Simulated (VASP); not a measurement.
VASP input:

File KPOINTS:
```
Automatic mesh
0
Gamma
8 8 8
0 0 0
```

**POSCAR**
```
AgCl
1
    3.3266355472    -0.0000000000     0.0000000000
   -0.0000000000     3.3266355472     0.0000000000
    0.0000000000    -0.0000000000     3.3266355472
Ag Cl
1 1
Direct
  0.0000000000   0.0000000000   0.0000000000
  0.5000000000   0.5000000000   0.5000000000
```

### INCAR
```
SYSTEM = AgCl
PREC = Accurate
ENCUT = 500
EDIFF = 1E-6
NELM = 100
ALGO = Normal
LREAL = .FALSE.
LASPH = .TRUE.
ISMEAR = 0
SIGMA = 0.05
GGA = PS
LMAXMIX = 4
LWAVE = .FALSE.
LCHARG = .FALSE.
IBRION = 2
ISIF = 3
NSW = 40
EDIFFG = -0.02
```

POTCAR, in this order: Ag Cl (PBE.64 set). Program: vasp_std.

Problem. Translate this PBEsol calculation to Ansatz.

Solution. One equivalent input (not run):
Ansatz 0.2 input:
```yaml
crystal:
  lattice:
    - [3.3266355, 0.0000000, 0.0000000]
    - [0.0000000, 3.3266355, 0.0000000]
    - [0.0000000, 0.0000000, 3.3266355]
  atoms:
    - { symbol: Ag, position: [0.0000000, 0.0000000, 0.0000000] }
    - { symbol: Cl, position: [0.5000000, 0.5000000, 0.5000000] }
kpoints:
  mp_grid: { grid: [8, 8, 8] }
hamiltonian:
  xc: pbesol
  pseudopotentials: { kind: paw }
scf:
  occupations: { method: gaussian, width: 0.05 }
  max_iter: 100
relax:
  max_steps: 40
  f_tol: 0.02
  cell: {}
output: { forces: true, stress: true, eigenvalues: true }
```
Limits of the translation: each code has its own PAW files, so the cut-off isn't converted (ENCUT is set for VASP's; basis.ecutwfc is left out, and Ansatz then takes the one that its files recommend); Ansatz stops its SCF on the density residual and VASP on the energy change (EDIFF).

The structure was generated: AgCl was put into the CsCl type type (Pm-3m), which need not be its known phase. It was relaxed first, which changed the volume by +11 %.
